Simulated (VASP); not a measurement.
VASP ran on this input.

File POSCAR:
```
GaSb
1
    0.0000000000     3.0833079207     3.0833079207
    3.0833079207     0.0000000000     3.0833079207
    3.0833079207     3.0833079207     0.0000000000
Ga Sb
1 1
Direct
  0.0000000000   0.0000000000   0.0000000000
  0.2500000000   0.2500000000   0.2500000000
```

**KPOINTS**
```
Automatic mesh
0
Gamma
12 12 12
0 0 0
```

**INCAR**
```
SYSTEM = GaSb
PREC = Accurate
ENCUT = 520
EDIFF = 1E-7
NELM = 100
ALGO = Normal
LREAL = .FALSE.
LASPH = .TRUE.
ISMEAR = -5
GGA = MK
PARAM1 = 0.1234
PARAM2 = 1.0
LUSE_VDW = .TRUE.
AGGAC = 0.0
LMAXMIX = 4
LWAVE = .FALSE.
LCHARG = .TRUE.
LORBIT = 11
NEDOS = 601
ISIF = 2
```

POTCAR, in this order: Ga_d Sb (PBE.64 set). Program: vasp_std.

### Question
Write an equivalent input for Quantum ESPRESSO's pw.x.

### Answer
One equivalent input (not run):
```
&CONTROL
  calculation = 'scf'
  pseudo_dir = './pseudo'
  outdir = './out'
  tprnfor = .true.
  tstress = .true.
/
&SYSTEM
  ibrav = 0
  nat = 2
  ntyp = 2
  ecutwfc = 80
  occupations = 'tetrahedra'
  input_dft = 'vdw-df-ob86'
/
&ELECTRONS
  conv_thr = 7.3e-09
  electron_maxstep = 100
/
ATOMIC_SPECIES
  Ga 69.723 Ga.upf
  Sb 121.760 Sb.upf
CELL_PARAMETERS angstrom
     0.0000000    3.0833079    3.0833079
     3.0833079    0.0000000    3.0833079
     3.0833079    3.0833079    0.0000000
ATOMIC_POSITIONS crystal
  Ga   0.0000000  0.0000000  0.0000000
  Sb   0.2500000  0.2500000  0.2500000
K_POINTS automatic
  12 12 12 0 0 0
```
The two are equivalent in intent, not identical: the potentials are each code's own (VASP's PAW set, PseudoDojo norm-conserving files in pw.x), so ENCUT and ecutwfc are chosen apart and not converted; conv_thr bounds pw.x's estimated SCF error, while EDIFF bounds the energy change between steps.

The compound is GaSb in the zinc blende structure. It was relaxed first.
